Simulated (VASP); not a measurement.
A VASP calculation is set up with these files.

INCAR:
```
SIGMA=0.1   ! width (eV)
LREAL=F   ! projection in real space or not
IBRION=2   ! conjugate gradients
PSTRESS=100   ! kbar
ENCUT=620   ! plane-wave cut-off (eV)
NSW=40   ! most ionic steps
ISMEAR=1   ! Methfessel-Paxton
LCHARG=F
NELM=100
PREC=Accurate
SYSTEM=BN
ALGO=Normal
EDIFFG=-0.02   ! ionic stop
ISIF=3
EDIFF=1E-6
GGA=PS
LWAVE=F
LASPH=T   ! aspherical one-centre terms
```

### KPOINTS
```
Automatic
0
G
16 16 16
0 0 0
```

POSCAR:
```
BN
1
    2.2733168481    -0.0000000000     0.0000000000
   -0.0000000000     2.2733168481     0.0000000000
   -0.0000000000    -0.0000000000     2.2733168481
B N
1 1
Direct
  0.0000000000   0.0000000000   0.0000000000
  0.5000000000   0.5000000000   0.5000000000
```

POTCAR, in this order: B N (PBE.64 set). Program: vasp_std.

Question: Write an equivalent input for Ansatz.

Answer: One equivalent input (not run):
Ansatz 0.2 input:
```yaml
crystal:
  lattice:
    - [2.2733168, 0.0000000, 0.0000000]
    - [0.0000000, 2.2733168, 0.0000000]
    - [0.0000000, 0.0000000, 2.2733168]
  atoms:
    - { symbol: B, position: [0.0000000, 0.0000000, 0.0000000] }
    - { symbol: N, position: [0.5000000, 0.5000000, 0.5000000] }
kpoints:
  mp_grid: { grid: [16, 16, 16] }
hamiltonian:
  xc: pbesol
  pseudopotentials: { kind: paw }
scf:
  occupations: { method: methfessel_paxton, width: 0.1 }
  max_iter: 100
relax:
  max_steps: 40
  f_tol: 0.02
  cell: { p_target: 10 }
output: { forces: true, stress: true, eigenvalues: true }
```
The two are equivalent in intent, not identical: each code has its own PAW files, so the cut-off isn't converted (ENCUT is set for VASP's; basis.ecutwfc is left out, and Ansatz then takes the one that its files recommend); Ansatz stops its SCF on the density residual and VASP on the energy change (EDIFF).

The structure was generated: BN was put into the CsCl type type (Pm-3m), which need not be its known phase. It was relaxed first under an external pressure of 10 GPa.
